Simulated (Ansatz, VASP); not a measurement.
Ca2SiC6 in VASP and in Ansatz

The input INCAR:

```
SYSTEM = Ca2SiC6
PREC     = Accurate       ! precision mode
ENCUT    = 520            ! plane-wave cutoff, eV
EDIFF    = 1E-6           ! SCF threshold, eV
ISMEAR   = 0              ! smearing method
SIGMA    = 0.1            ! smearing width, eV
LREAL    = .False.        ! projectors in reciprocal space
LASPH    = .True.         ! aspherical terms in the spheres
NELM     = 60             ! most SCF steps
ALGO     = Normal         ! electronic algorithm
ISIF     = 2              ! what is computed and relaxed
LWAVE    = .False.        ! write WAVECAR
LCHARG   = .False.        ! write CHGCAR
GGA      = PE             ! functional
NBANDS   = 34             ! bands
```

File KPOINTS:

```
regular mesh
0
Gamma
  4 4 2
  0 0 0
```

File POSCAR:

```
Ca2SiC6
1.0
    4.1486891100      0.0000000000      0.0000000000
    0.0000000000      4.1486891100      0.0000000000
    0.0000000000      0.0000000000      8.1081074500
Ca Si C
2 1 6
Direct
    0.0000000000      0.0000000000      0.7362314500
    0.0000000000      0.0000000000      0.2637685500
    0.5000000000      0.5000000000      0.0000000000
    0.0000000000      0.5000000000      0.0000000000
    0.0000000000      0.5000000000      0.5000000000
    0.5000000000      0.5000000000      0.7392708100
    0.5000000000      0.5000000000      0.2607291900
    0.5000000000      0.0000000000      0.0000000000
    0.5000000000      0.0000000000      0.5000000000
```

Input for Ansatz:

```yaml
crystal:
  lattice:
    - [4.14868911, 0.0, 0.0]
    - [0.0, 4.14868911, 0.0]
    - [0.0, 0.0, 8.10810745]
  atoms:
    - { symbol: Ca, position: [0.0, 0.0, 0.73623145] }
    - { symbol: Ca, position: [0.0, 0.0, 0.26376855] }
    - { symbol: Si, position: [0.5, 0.5, 0.0] }
    - { symbol: C, position: [0.0, 0.5, 0.0] }
    - { symbol: C, position: [0.0, 0.5, 0.5] }
    - { symbol: C, position: [0.5, 0.5, 0.73927081] }
    - { symbol: C, position: [0.5, 0.5, 0.26072919] }
    - { symbol: C, position: [0.5, 0.0, 0.0] }
    - { symbol: C, position: [0.5, 0.0, 0.5] }
basis:
  ecutwfc: 420
kpoints:
  mp_grid: { grid: [4, 4, 2] }
hamiltonian:
  xc: pbe
scf:
  occupations: { method: gaussian, width: 0.1 }
  lower_state_search: "off"
output:
  forces: true
  stress: true
  eigenvalues: true
```

Change from the starting cell: species swapped into the Hf2BIr6 type (P4/mmm, No. 123).

Alike in both runs: task single point; functional PBE; k mesh 4 × 4 × 2; occupations gaussian, width 0.1 eV; no spin polarisation.

|  | VASP | Ansatz |
| --- | --- | --- |
| version | VASP 6.6.1 | Ansatz 0.2.0 |
| potentials or method | VASP PAW PBE potentials, release 64 (Ca_sv, Si, C) | scalar-relativistic, plane waves, PAW |
| plane-wave cutoff (eV) | 520 | 420 |
| valence electrons in the cell | 48 | 48 |

Ansatz gave:

```
gap on the k mesh at the Fermi level (eV)       : none
pressure (GPa)                                  : -18.7
largest component of the traceless stress (GPa) : 0.19
rms of the force components (eV/Å)              : 0.011
```

**Question.** What did VASP give for the same quantities?

**Answer.** gap on the k mesh at the Fermi level (eV): none; pressure (GPa): -18.6; largest component of the traceless stress (GPa): 0.19; rms of the force components (eV/Å): 0.011.

Atom by atom the forces differ by 0.002 eV/Å (rms over components). A gap of «none» marks a metal or a gap that the smearing closes. The functional is the same, so the differences come from potentials, cutoffs and numerics.

Caveats: the k mesh is coarse (spacing up to 0.39 Å⁻¹), so the values aren't converged; so large a pressure means that the cell lies far from this level's equilibrium, or that cutoff or potentials fall short (VASP).
